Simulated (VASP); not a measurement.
Method: optB88-vdW, VASP's PBE PAW potentials (set 64) (plane waves; VASP).

The input files of a VASP run:

**POSCAR**
```
ZnO
1
    1.6335836130    -2.8294502606     0.0000000000
    1.6335836130     2.8294502606     0.0000000000
    0.0000000000     0.0000000000     5.2871484942
Zn O
2 2
Direct
  0.6666670000   0.3333330000   0.5018532842
  0.3333330000   0.6666670000   0.0018532842
  0.6666670000   0.3333330000   0.8801467158
  0.3333330000   0.6666670000   0.3801467158
```

**KPOINTS**
```
k-points along high-symmetry lines
10
Line-mode
Reciprocal
  0.000000   0.000000   0.000000 ! GAMMA
 -0.000000   0.500000   0.000000 ! M

 -0.000000   0.500000   0.000000 ! M
 -0.333333   0.666667   0.000000 ! K

 -0.333333   0.666667   0.000000 ! K
  0.000000   0.000000   0.000000 ! GAMMA

  0.000000   0.000000   0.000000 ! GAMMA
  0.000000   0.000000   0.500000 ! A

  0.000000   0.000000   0.500000 ! A
 -0.000000   0.500000   0.500000 ! L

 -0.000000   0.500000   0.500000 ! L
 -0.333333   0.666667   0.500000 ! H

 -0.333333   0.666667   0.500000 ! H
  0.000000   0.000000   0.500000 ! A

 -0.000000   0.500000   0.500000 ! L
 -0.000000   0.500000   0.000000 ! M

 -0.333333   0.666667   0.500000 ! H
 -0.333333   0.666667   0.000000 ! K
```

**INCAR**
```
SYSTEM=ZnO
PREC=Accurate; ENCUT=520; LREAL=.False.
LASPH=.True.; ICHARG=11
EDIFF=1E-7; NELM=100; ALGO=Normal
LMAXMIX=4
ISMEAR=0; SIGMA=0.05
GGA=BO; LUSE_VDW=.True.; AGGAC=0.0
PARAM1=0.1833333333; PARAM2=0.22
LWAVE=.False.; LCHARG=.False.; LORBIT=11
```

POTCAR, in this order: Zn O (PBE.64 set). Program: vasp_std. Read from the step before: CHGCAR.

Output

OUTCAR:
```
 ion  position               nearest neighbor table
   1  0.667  0.333  0.502-   4 1.99   4 1.99   4 1.99   3 2.00
   2  0.333  0.667  0.002-   3 1.99   3 1.99   3 1.99   4 2.00
   3  0.667  0.333  0.880-   2 1.99   2 1.99   2 1.99   1 2.00
   4  0.333  0.667  0.380-   1 1.99   1 1.99   1 1.99   2 2.00
  LATTYP: Found a hexagonal cell.
 ALAT       =     3.2671676109
 C/A-ratio  =     1.6182666835
 Subroutine PRICEL returns:
 Original cell was already a primitive cell.
 Subroutine GETGRP returns: Found 12 space group operations
The static configuration has the point symmetry C_3v.
 The point group associated with its full space group is C_6v.
The dynamic configuration has the point symmetry C_3v.
 Subroutine INISYM returns: Found 12 space group operations
   k-points           NKPTS =     90   k-points in BZ     NKDIM =     90   number of bands    NBANDS=     22
   number of dos      NEDOS =    301   number of ions     NIONS =      4
   total plane-waves  NPLWV =  23040
   dimension x,y,z NGX =    24 NGY =   24 NGZ =   40
   dimension x,y,z NGXF=    48 NGYF=   48 NGZF=   80
   ions per type =               2   2
   PREC   = accura    normal or accurate (medium, high low for compatibility)
   ISTART =      0    job   : 0-new  1-cont  2-samecut
   ICHARG =     11    charge: 1-file 2-atom 10-const
   ISPIN  =      1    spin polarized calculation?
   LNONCOLLINEAR =      F non collinear calculations
   LSORBIT =      F    spin-orbit coupling
   INIWAV =      1    electr: 0-lowe 1-rand  2-diag
   ENCUT  =  520.0 eV  38.22 Ry    6.18 a.u.   6.07  6.07  9.83*2*pi/ulx,y,z
   NELM   =    100;   NELMIN=  2; NELMDL= -5     # of ELM steps
   EDIFF  = 0.1E-06   stopping-criterion for ELM
   LREAL  =      F    real-space projection
   NLSPLINE    = F    spline interpolate recip. space projectors
   LMAXMIX     =    4 max onsite mixed and CHGCAR
   VOSKOWN=      0    Vosko Wilk Nusair interpolation
   EDIFFG = 0.1E-05   stopping-criterion for IOM
   NSW    =      0    number of steps for IOM
   NBLOCK =      1;   KBLOCK =      1    inner block; outer block
   IBRION =     -1    ionic relax: 0-MD 1-quasi-New 2-CG
   NFREE  =      0    steps in history (QN), initial steepest desc. (CG)
...
```

### OSZICAR
```
       N       E                     dE             d eps       ncg     rms          rms(c)
DAV:   1     0.283414938919E+03    0.28341E+03   -0.19072E+04  3976   0.240E+03
DAV:   2     0.194015473319E+02   -0.26401E+03   -0.25442E+03  4200   0.443E+02
DAV:   3    -0.756167225779E+01   -0.26963E+02   -0.26571E+02  4776   0.144E+02
DAV:   4    -0.805339561533E+01   -0.49172E+00   -0.49119E+00  4374   0.207E+01
DAV:   5    -0.805737319078E+01   -0.39776E-02   -0.39769E-02  4602   0.165E+00
DAV:   6    -0.805742275324E+01   -0.49562E-04   -0.49561E-04  4368   0.154E-01
DAV:   7    -0.805742369688E+01   -0.94365E-06   -0.94366E-06  4572   0.181E-02
DAV:   8    -0.805742371830E+01   -0.21419E-07   -0.21445E-07  3774   0.231E-03
   1 F= -.80574237E+01 E0= -.80574237E+01  d E =-.668467E-12
```

**OUTCAR**
```
 val. band max:        0.7067247623   @ k =   0.0000   0.0000   0.0000

 cond. band min:       1.5115962660   @ k =  -0.0000   0.0000   0.0000



 k-point     1 :       0.0000    0.0000    0.0000
  band No.  band energies     occupation
      1     -17.0447      2.00000
      2     -16.3628      2.00000
      3      -4.8979      2.00000
      4      -4.8979      2.00000
      5      -4.8689      2.00000
      6      -4.7107      2.00000
      7      -4.7107      2.00000
      8      -4.7022      2.00000
      9      -3.8319      2.00000
     10      -3.8319      2.00000
     11      -3.6388      2.00000
     12      -3.6388      2.00000
     13      -3.3603      2.00000
     14      -0.0513      2.00000
     15      -0.0513      2.00000
     16       0.6261      2.00000
     17       0.7067      2.00000
     18       0.7067      2.00000
     19       1.5116      0.00000
     20       5.8578      0.00000
     21       8.8442      0.00000
     22      13.4841      0.00000

 k-point     2 :       0.0000    0.0556    0.0000
  band No.  band energies     occupation
      1     -17.0282      2.00000
      2     -16.3553      2.00000
      3      -4.9168      2.00000
      4      -4.8883      2.00000
      5      -4.8560      2.00000
      6      -4.7141      2.00000
      7      -4.6972      2.00000
      8      -4.6780      2.00000
      9      -3.8386      2.00000
     10      -3.8331      2.00000
     11      -3.6373      2.00000
     12      -3.6240      2.00000
     13      -3.3642      2.00000
     14      -0.1654      2.00000
     15      -0.0919      2.00000
     16       0.4408      2.00000
     17       0.6074      2.00000
     18       0.6854      2.00000
     19       1.8133      0.00000
     20       5.9881      0.00000
     21       8.8463      0.00000
     22      13.1293      0.00000

 k-point     3 :       0.0000    0.1111    0.0000
  band No.  band energies     occupation
      1     -16.9800      2.00000
      2     -16.3338      2.00000
...
```

The density is held fixed in this step, so its total energy and stress have no physical meaning.

The compound is ZnO in the wurtzite structure. It was relaxed first.
